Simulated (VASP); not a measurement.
Computed with PBEsol GGA, VASP's PBE PAW potentials (set 64) (plane waves; VASP).

The input files of a VASP run:

INCAR:
```
! general
SYSTEM  = FeAl
PREC    = Accurate
ENCUT   = 520   ! plane-wave cut-off (eV)
LREAL   = F   ! projection in real space or not
LASPH   = T   ! aspherical one-centre terms
ICHARG  = 11   ! fixed density

! electronic loop
EDIFF   = 1E-7   ! SCF stop (eV)
NELM    = 100   ! most electronic steps
ALGO    = Normal
LMAXMIX = 4   ! l cut-off of mixed one-centre charges

! smearing
ISMEAR  = 0   ! Gaussian
SIGMA   = 0.05

! functional
GGA     = PS

! output
LWAVE   = F
LCHARG  = F
LORBIT  = 11   ! lm-projected
```

POSCAR:
```
FeAl
1
    2.8414573466     0.0000000000     0.0000000000
    0.0000000000     2.8414573466     0.0000000000
    0.0000000000     0.0000000000     2.8414573466
Al Fe
1 1
Direct
  0.5000000000   0.5000000000   0.5000000000
  0.0000000000   0.0000000000   0.0000000000
```

KPOINTS:
```
k-points along high-symmetry lines
15
Line-mode
Reciprocal
  0.000000   0.000000   0.000000 ! GAMMA
  0.000000   0.500000   0.000000 ! X

  0.000000   0.500000   0.000000 ! X
  0.500000   0.500000   0.000000 ! M

  0.500000   0.500000   0.000000 ! M
  0.000000   0.000000   0.000000 ! GAMMA

  0.000000   0.000000   0.000000 ! GAMMA
  0.500000   0.500000   0.500000 ! R

  0.500000   0.500000   0.500000 ! R
  0.000000   0.500000   0.000000 ! X

  0.500000   0.500000   0.500000 ! R
  0.500000   0.500000   0.000000 ! M
```

POTCAR, in this order: Al Fe (PBE.64 set). Program: vasp_std. Read from the step before: CHGCAR.

The resulting files:

OUTCAR:
```
 ion  position               nearest neighbor table
   1  0.500  0.500  0.500-   2 2.46   2 2.46   2 2.46   2 2.46   2 2.46   2 2.46   2 2.46   2 2.46
  LATTYP: Found a simple cubic cell.
 ALAT       =     2.8414573466
 Subroutine PRICEL returns:
 Original cell was already a primitive cell.
 Subroutine GETGRP returns: Found 48 space group operations
The static configuration has the point symmetry O_h .
The dynamic configuration has the point symmetry O_h .
 Subroutine INISYM returns: Found 48 space group operations
   k-points           NKPTS =     90   k-points in BZ     NKDIM =     90   number of bands    NBANDS=      9
   number of dos      NEDOS =    301   number of ions     NIONS =      2
   total plane-waves  NPLWV =  13824
   dimension x,y,z NGX =    24 NGY =   24 NGZ =   24
   dimension x,y,z NGXF=    48 NGYF=   48 NGZF=   48
   ions per type =               1   1
   PREC   = accura    normal or accurate (medium, high low for compatibility)
   ISTART =      0    job   : 0-new  1-cont  2-samecut
   ICHARG =     11    charge: 1-file 2-atom 10-const
   ISPIN  =      1    spin polarized calculation?
   LNONCOLLINEAR =      F non collinear calculations
   LSORBIT =      F    spin-orbit coupling
   INIWAV =      1    electr: 0-lowe 1-rand  2-diag
   ENCUT  =  520.0 eV  38.22 Ry    6.18 a.u.   5.28  5.28  5.28*2*pi/ulx,y,z
   NELM   =    100;   NELMIN=  2; NELMDL= -5     # of ELM steps
   EDIFF  = 0.1E-06   stopping-criterion for ELM
   LREAL  =      F    real-space projection
   NLSPLINE    = F    spline interpolate recip. space projectors
   LMAXMIX     =    4 max onsite mixed and CHGCAR
   VOSKOWN=      0    Vosko Wilk Nusair interpolation
   EDIFFG = 0.1E-05   stopping-criterion for IOM
   NSW    =      0    number of steps for IOM
   NBLOCK =      1;   KBLOCK =      1    inner block; outer block
   IBRION =     -1    ionic relax: 0-MD 1-quasi-New 2-CG
   NFREE  =      0    steps in history (QN), initial steepest desc. (CG)
   ISIF   =      2    stress and relaxation
   ISYM   =      2    0-nonsym 1-usesym 2-fastsym
   TEIN   =    0.0    initial temperature
   TEBEG  =    0.0;   TEEND  =   0.0 temperature during run
   SMASS  =  -3.00    Nose mass-parameter (am)
...
```

File OSZICAR:
```
       N       E                     dE             d eps       ncg     rms          rms(c)
DAV:   1     0.330571160505E+02    0.33057E+02   -0.52151E+03  1636   0.126E+03
DAV:   2    -0.120232158902E+02   -0.45080E+02   -0.42348E+02  1622   0.183E+02
DAV:   3    -0.129795258303E+02   -0.95631E+00   -0.95013E+00  2103   0.363E+01
DAV:   4    -0.129942737542E+02   -0.14748E-01   -0.14741E-01  2019   0.397E+00
DAV:   5    -0.129946206584E+02   -0.34690E-03   -0.34689E-03  1993   0.527E-01
DAV:   6    -0.129946359797E+02   -0.15321E-04   -0.15321E-04  2158   0.960E-02
DAV:   7    -0.129946363023E+02   -0.32265E-06   -0.32380E-06  1942   0.105E-02
DAV:   8    -0.129946363147E+02   -0.12315E-07   -0.11425E-07  1554   0.175E-03
   1 F= -.12994636E+02 E0= -.12994180E+02  d E =-.911870E-03
```

File OUTCAR:
```
 val. band max:        8.5312795112   @ k =   0.5000   0.5000   0.1786

 cond. band min:       8.6574493063   @ k =   0.4286   0.4286   0.4286



 k-point     1 :       0.0000    0.0000    0.0000
  band No.  band energies     occupation
      1      -2.3391      2.00000
      2       5.7893      2.00000
      3       5.7893      2.00000
      4       8.3147      2.00000
      5       8.3147      2.00000
      6       8.3147      2.00000
      7      14.8378      0.00000
      8      14.8378      0.00000
      9      14.8378      0.00000

 k-point     2 :       0.0000    0.0357    0.0000
  band No.  band energies     occupation
      1      -2.3145      2.00000
      2       5.7873      2.00000
      3       5.7971      2.00000
      4       8.2982      2.00000
      5       8.2982      2.00000
      6       8.3163      2.00000
      7      14.5842      0.00000
      8      14.8745      0.00000
      9      14.8745      0.00000

 k-point     3 :       0.0000    0.0714    0.0000
  band No.  band energies     occupation
      1      -2.2408      2.00000
      2       5.7794      2.00000
      3       5.8202      2.00000
      4       8.2503      2.00000
      5       8.2503      2.00000
      6       8.3213      2.00000
      7      13.9923      0.00000
      8      14.9831      0.00000
      9      14.9831      0.00000

 k-point     4 :       0.0000    0.1071    0.0000
  band No.  band energies     occupation
      1      -2.1185      2.00000
      2       5.7601      2.00000
      3       5.8578      2.00000
      4       8.1754      2.00000
      5       8.1754      2.00000
      6       8.3293      2.00000
      7      13.2769      0.00000
      8      15.1596      0.00000
      9      15.1596      0.00000

 k-point     5 :       0.0000    0.1429    0.0000
  band No.  band energies     occupation
      1      -1.9480      2.00000
      2       5.7194      2.00000
      3       5.9084      2.00000
      4       8.0796      2.00000
...
```

The density is held fixed in this step, so its total energy and stress have no physical meaning.

The compound is FeAl in the CsCl type structure. It was relaxed first, which changed the volume by -7 %. The run is not spin-polarised, so no magnetic state was tried. The electron count is odd and the run is not spin-polarised, which forces a metal.
